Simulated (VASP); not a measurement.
Output of a VASP run:

File OSZICAR:
```
       N       E                     dE             d eps       ncg     rms          rms(c)
DAV:   1     0.167130933343E+03    0.16713E+03   -0.90629E+03  3080   0.654E+02
DAV:   2    -0.785839735561E+01   -0.17499E+03   -0.15729E+03  3078   0.178E+02
DAV:   3    -0.213753309312E+02   -0.13517E+02   -0.12799E+02  3630   0.553E+01
DAV:   4    -0.216787660267E+02   -0.30344E+00   -0.30279E+00  3550   0.822E+00
DAV:   5    -0.216876536484E+02   -0.88876E-02   -0.88866E-02  3770   0.142E+00    0.129E+01
DAV:   6    -0.250625319537E+02   -0.33749E+01   -0.15422E+01  3724   0.554E+01    0.191E+01
DAV:   7    -0.203587712459E+02    0.47038E+01   -0.70239E+00  3908   0.385E+01    0.281E+00
DAV:   8    -0.203309945867E+02    0.27777E-01   -0.38718E-01  4530   0.567E+00    0.245E+00
DAV:   9    -0.202882227972E+02    0.42772E-01   -0.13113E-01  4086   0.393E+00    0.473E-01
DAV:  10    -0.202882472516E+02   -0.24454E-04   -0.43667E-03  4090   0.473E-01    0.301E-01
DAV:  11    -0.202882253621E+02    0.21889E-04   -0.44849E-04  3634   0.107E-01    0.405E-02
DAV:  12    -0.202882212066E+02    0.41556E-05   -0.53173E-05  3430   0.437E-02    0.345E-02
DAV:  13    -0.202882134393E+02    0.77673E-05   -0.95449E-06  4110   0.228E-02    0.589E-03
DAV:  14    -0.202882117177E+02    0.17216E-05   -0.31257E-06  3530   0.842E-03    0.638E-03
DAV:  15    -0.202882117565E+02   -0.38767E-07   -0.14644E-07  1952   0.462E-03
   1 F= -.20288212E+02 E0= -.20288539E+02  d E =0.981683E-03
```

OUTCAR:
```
------------------------ aborting loop because EDIFF is reached ----------------------------------------
  FORCE on cell =-STRESS in cart. coord.  units (eV):
  Direction    XX          YY          ZZ          XY          YZ          ZX
  --------------------------------------------------------------------------------------
  Total       -1.5108242     -1.5108247     -1.6045126      0.0000000      0.0000000     -0.0000000
  in kB      -33.2422821    -33.2422929    -35.3036842      0.0000000      0.0000000     -0.0000000
  external PRESSURE =     -33.9294197 kB  Pullay stress =       0.0000000 kB
  volume of cell :       72.82
      direct lattice vectors                 reciprocal lattice vectors
     2.004300000 -3.471550000  0.000000000     0.249463653 -0.144027884  0.000000000
     2.004300000  3.471550000  0.000000000     0.249463653  0.144027884  0.000000000
     0.000000000  0.000000000  5.232600000     0.000000000  0.000000000  0.191109582
 POSITION                                       TOTAL-FORCE (eV/Angst)
 -----------------------------------------------------------------------------------
      0.00000      0.00000      2.61630         0.000000      0.000000      0.000000
      0.00000      0.00000      0.00000         0.000000      0.000000      0.000000
      2.00430      1.15719      1.30815         0.000000      0.000000      0.000000
      2.00430     -1.15719      3.92445        -0.000000     -0.000000      0.000000
 -----------------------------------------------------------------------------------
    total drift:                                0.000000      0.000000      0.000000
  FREE ENERGIE OF THE ION-ELECTRON SYSTEM (eV)
  ---------------------------------------------------
  free  energy   TOTEN  =       -20.2882117565 eV

  energy  without entropy=      -20.2891934394  energy(sigma->0) =      -20.28853898
```
(Selected blocks of OUTCAR.)

**POSCAR**
```
NiSb
1
    2.0043000000    -3.4715500000     0.0000000000
    2.0043000000     3.4715500000     0.0000000000
    0.0000000000     0.0000000000     5.2326000000
Ni Sb
2 2
Direct
  0.0000000000   0.0000000000   0.5000000000
  0.0000000000   0.0000000000   0.0000000000
  0.3333330000   0.6666670000   0.2500000000
  0.6666670000   0.3333330000   0.7500000000
```

Problem. Write an INCAR and KPOINTS that could have produced this output.

Solution. This is not unique; one that fits is the input of the run itself, PBE GGA, plane waves, VASP's PBE PAW potentials (set 64).

### KPOINTS
```
Automatic mesh
0
Gamma
8 8 6
0 0 0
```

**INCAR**
```
SYSTEM  =  NiSb
PREC  =  Accurate; ENCUT  =  400; LREAL  =  F
LASPH  =  T; NBANDS  =  38
EDIFF  =  1E-6; NELM  =  100; ALGO  =  Normal
LMAXMIX  =  4
ISMEAR  =  1; SIGMA  =  0.1
GGA  =  PE
ISIF  =  2
LWAVE  =  F; LCHARG  =  F
```

POTCAR, in this order: Ni Sb (PBE.64 set). Program: vasp_std.

The compound is NiSb in the NiAs type structure. The cell was not relaxed at this level. The run is one of a series of settings (NBANDS = 38 against the base run), some of them coarse on purpose. The run is not spin-polarised, so no magnetic state was tried.
